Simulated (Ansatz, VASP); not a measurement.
# Cross-check of NiO (rocksalt prototype) between VASP and Ansatz, part 3 of 3

Wanted: the spread between two codes on one cell, functional and k mesh. The start cell is built, not measured: As first built, before any earlier steps moved the atoms (in the runner's words): rocksalt prototype, lattice guessed from radii. The cell is taken from a series of runs on this material, whose earlier steps may have relaxed, scaled, displaced or heated it; both programs get it as it stands.

VASP 6.6.1 and Ansatz 0.2.0.

So far. Step 7 (VASP: single point, LDA, DFT+U, pair 2): The run ends at a pressure of -24.75 GPa.

### 9. Ansatz: single point, LDA, DFT+U, pair 3

Level of this step: Ansatz beside VASP: Kohn-Sham DFT, plane waves, LDA, DFT+U (Ansatz).

A single point gives forces, pressure and levels at one fixed geometry, so differences don't come from the geometry; what else differs is listed under the comparison.

The cell is taken from a series of runs on this material, whose earlier steps may have relaxed, scaled, displaced or heated it; both programs get it as it stands.

The input, input.yaml:

```yaml
crystal:
  lattice:
    - [0.0, -2.10134405, -2.10134405]
    - [0.0, 2.10134405, -2.10134405]
    - [4.2026881, 0.0, 0.0]
  atoms:
    - { symbol: Ni, position: [0.5, 0.5, 0.5], spin: 2.0 }
    - { symbol: Ni, position: [0.0, 0.0, 0.0], spin: -2.0 }
    - { symbol: O, position: [0.5, 0.5, 0.0] }
    - { symbol: O, position: [0.0, 0.0, 0.5] }
magnetization:
  spin_polarized: true
kpoints:
  mp_grid: { grid: [9, 9, 7] }
hamiltonian:
  xc: lda
  hubbard:
    sites:
      - { species: Ni, l: d, u_eff: 9.6 }
      - { site: 0, l: d, u_eff: 9.6, starting_ns: [{ spin: up, occupation_matrix: ni1_major }, { spin: down, occupation_matrix: ni1_minor }] }
      - { site: 1, l: d, u_eff: 9.6, starting_ns: [{ spin: up, occupation_matrix: ni1_minor }, { spin: down, occupation_matrix: ni1_major }] }
    projectors: ortho-atomic
    occupation_matrices:
      ni1_major:
        matrix:
          - [0.998, 0.0, 0.0, 0.0, 0.0]
          - [0.0, 0.999, 0.0, 0.0, 0.0]
          - [0.0, 0.0, 0.999, 0.0, 0.0]
          - [0.0, 0.0, 0.0, 0.998, 0.0]
          - [0.0, 0.0, 0.0, 0.0, 0.999]
      ni1_minor:
        matrix:
          - [0.12, 0.0, 0.0, 0.0, 0.0]
          - [0.0, 0.998, 0.0, 0.0, 0.0]
          - [0.0, 0.0, 0.998, 0.0, 0.0]
          - [0.0, 0.0, 0.0, 0.12, 0.0]
          - [0.0, 0.0, 0.0, 0.0, 0.998]
scf:
  occupations: { method: fermi_dirac, width: 0.05 }
output:
  eigenvalues: true
```

Started as:

```sh
ansatz run input.yaml --threads 4 --pin off --max-ram 8192MiB --backend cpu --events-out ev --progress --plain --runs-dir out
```

Numbers of over 12 decimals in the logs are rounded to 6 here.

What it wrote:

```text
[...]
Crystal: 4 atoms, lattice volume = 37.115 Å³
Basis set: ecut = 420 eV, 699 PW (Γ)
Bands: 32, of which v1, the nominal top of the filled ones, is band 24 counted from 1 (23 counted from 0)
Symmetry: 16 space group operations
[...]
k-points: 60 of 567
[...]
Starting moments: Σ|m| = 4 μB on 2 of 4 sites
[...]
k-point 1 ↑: bands = [... 20 lower, 10.2849, 11.1621, 11.5530, 11.5530, 15.7879, 16.0243, 16.4000, 19.6579, ... 4 higher]
  k-point 2 ↑: bands = [... 20 lower, 10.6333, 10.6333, 11.4832, 11.4832, 16.0225, 16.1725, 17.4307, 20.0484, ... 4 higher]
  k-point 59 ↓: bands = [... 20 lower, 9.4218, 9.7262, 9.7986, 10.9556, 16.4871, 16.9163, 21.6359, 22.1602, ... 4 higher]
Occupation matrices written to <dir>
[key lines of the parts left out:]
SCF converged after 13 iterations
Magnetization: 0.0000 μB (24.0000 up, 24.0000 down)
Free energy (F): -12650.441698 eV
Fermi energy:    14.164942 eV
```

### 10. VASP: single point, LDA, DFT+U, pair 3

The same cell, functional (in two slightly different forms), mesh and smearing now go to VASP, with its own data sets.

The input, INCAR:

```
SYSTEM = NiO
PREC = Accurate
ENCUT = 520
EDIFF = 1E-06
NELM = 200
ISMEAR = -1
SIGMA = 0.05
LREAL = .FALSE.
ALGO = Normal
GGA = PW92
NBANDS = 24
ISPIN = 2
MAGMOM = 1.77 -1.77 -0.06 0.06
LDAU = .TRUE.
LDAUTYPE = 2
LDAUL = 2 -1
LDAUU = 9.6 0
LDAUJ = 0 0
LDAUPRINT = 1
LASPH = .TRUE.
LMAXMIX = 4
LORBIT = 11
LWAVE = .FALSE.
LCHARG = .FALSE.
ISIF = 2
GGA_COMPAT = .FALSE.
KPAR = 2
```

The input, POSCAR:

```
NiO
1.0
    0.0000000000     -2.1013440500     -2.1013440500
    0.0000000000      2.1013440500     -2.1013440500
    4.2026881000      0.0000000000      0.0000000000
Ni O
2 2
Direct
    0.5000000000      0.5000000000      0.5000000000
    0.0000000000      0.0000000000      0.0000000000
    0.5000000000      0.5000000000      0.0000000000
    0.0000000000      0.0000000000      0.5000000000
```

The input, KPOINTS:

```
Automatic mesh
0
Gamma
9 9 7
0 0 0
```

Potentials, in the order of the species: Ni and O (LDA family, release 64).

Started as:

```sh
mpirun -np 2 vasp_std
```

What it wrote:

```text
[... set-up lines as in an earlier step ...]
 entering main loop
       N       E                     dE             d eps       ncg     rms          rms(c)
DAV:   1     0.248787722676E+03    0.24879E+03   -0.15531E+04  5912   0.180E+03
DAV:   2     0.684674560138E+01   -0.24194E+03   -0.21972E+03  6184   0.361E+02
DAV:   3    -0.182344731432E+02   -0.25081E+02   -0.24345E+02  6536   0.134E+02
DAV:   4    -0.186784876601E+02   -0.44401E+00   -0.44357E+00  6568   0.187E+01
[...]
DAV:  14    -0.224940014912E+02   -0.48303E-04   -0.50392E-04  6504   0.218E-01    0.597E-02
DAV:  15    -0.224939952468E+02    0.62444E-05   -0.46418E-05  6280   0.728E-02    0.193E-02
DAV:  16    -0.224939944945E+02    0.75229E-06   -0.50659E-06  6080   0.239E-02
   1 F= -.22493994E+02 E0= -.22493994E+02  d E =-.451771E-10  mag=     0.0000
```

Parts of OUTCAR (step 10):

```text
  Total       -5.7501021     -5.7438794     -5.7438794     -0.0000000      0.0000000      0.0000000
  in kB     -248.2187906   -247.9501697   -247.9501697     -0.0000000      0.0000000      0.0000000
  external PRESSURE =    -248.0397100 kB  Pullay stress =       0.0000000 kB

 POSITION                                       TOTAL-FORCE (eV/Angst)
 -----------------------------------------------------------------------------------
      2.10134      0.00000     -2.10134         0.000000     -0.000000     -0.000000
      0.00000      0.00000      0.00000         0.000000      0.000000      0.000000
      0.00000      0.00000     -2.10134        -0.000000      0.000000     -0.000000
      2.10134      0.00000      0.00000        -0.000000      0.000000      0.000000
 -----------------------------------------------------------------------------------
    total drift:                               -0.000000     -0.000000      0.000000

  FREE ENERGIE OF THE ION-ELECTRON SYSTEM (eV)
  ---------------------------------------------------
  free  energy   TOTEN  =       -22.4939944945 eV

  energy  without entropy=      -22.4939944945  energy(sigma->0) =      -22.49399449

 magnetization (x)
# of ion       s       p       d       tot
------------------------------------------
    1        0.012   0.014   1.890   1.917
    2       -0.012  -0.014  -1.890  -1.917
    3       -0.004  -0.035   0.000  -0.039
    4        0.004   0.035   0.000   0.039
--------------------------------------------------
tot          0.000   0.000  -0.000  -0.000

[... 2 parts as in an earlier step ...]

[... 1 further part left out ...]
[key lines of the parts left out:]
E-fermi :   6.7957
```

The run ends at a pressure of -24.80 GPa.

### 11. Comparison

What differs besides the data sets and the points named for the pairs above, as far as they apply: the data sets hold 48 valence electrons in Ansatz (on its default PAW (the set named soft_2) files) and 32 in VASP. Total energies have different zeros and are not compared.

Both answers:

```tsv
quantity	Ansatz	VASP	difference
gap on the k mesh (eV)	2.403	3.286	-0.883
moment on Ni1 (μB)	1.77	1.92	-0.15
moment on Ni2 (μB)	-1.77	-1.92	+0.15
moment on O3 (μB)	-0.06	-0.04	-0.02
moment on O4 (μB)	0.06	0.04	+0.02
```

A gap on the mesh is an upper bound, since the band edges may lie between its points.

### 12. Outcome

| Quantity | Value |
| --- | --- |
| difference in gap on the k mesh (single point, LDA, DFT+U, pair 1) | -0.50 eV |
| difference in gap on the k mesh (single point, LDA, DFT+U, pair 2) | -0.88 eV |
| difference in gap on the k mesh (single point, LDA, DFT+U, pair 3) | -0.88 eV |

What this shows: The difference in gap on the k mesh is -0.88 eV (single point, LDA, DFT+U, pair 3). The data sets hold unlike numbers of valence electrons (48 in Ansatz and 32 in VASP), so part of the differences comes from the potentials. Single point, LDA, DFT+U, pair 1, VASP with the data sets Ni_sv_GW and O: the difference in gap on the k mesh goes from -0.50 to -0.36 eV; the difference in moment on Ni1 goes from -0.11 to -0.071 μB; the difference in moment on Ni2 goes from 0.11 to 0.071 μB. What causes the difference of the single point, LDA, DFT+U, pair 2 pair stays open here. What causes the difference of the single point, LDA, DFT+U, pair 3 pair stays open here. 5 further runs of this series are not shown here. How closely two codes agree says nothing of how well the functional describes the real material.

[Lines on the potential files, build, host, timing and source positions are cut from VASP's logs without a mark.]

[Logs are printed without paths, hosts, clocks, repeated set-up lines and the standing remarks that a program may print on its own settings, such as how far it seeks lower states.]

[Hosts, paths, dates, database ids (printed as entryN), source tags and the programs' standing remarks are cut or masked in the printed files.]
